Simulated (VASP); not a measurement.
Consider the following.

```
PbO
1.0
    0.00000     2.49444     2.49444
    2.49444     0.00000     2.49444
    2.49444     2.49444     0.00000
Pb O
1 1
Direct
  0.00000   0.00000   0.00000
  0.25000   0.25000   0.25000
```

The numbers are results of PBEsol GGA, VASP's PBE PAW potentials (set 64) (plane waves; VASP), not measurements. Settings: 620 eV cut-off, 13×13×13 Γ-centred mesh, first-order Methfessel-Paxton smearing of 0.10 eV, potentials Pb_d O.

Unless said otherwise, spin-orbit coupling is left out, though it shifts the bands of the heavy elements here.

Predict the energy per atom (σ→0), pressure, band gap (on the k-mesh) with the smallest direct gap where there is one.

```json
{
  "band gap (on the k-mesh)": "none (metal, semimetal or under 0.01 eV)",
  "energy per atom (σ→0)": "-4.826 eV/atom",
  "pressure": "44.91 GPa"
}
```

Only differences to runs with the same potentials and settings are physical.

The structure was generated: PbO was put into the zinc blende type (F-43m), which need not be its known phase. It was relaxed first under an external pressure of 45 GPa.
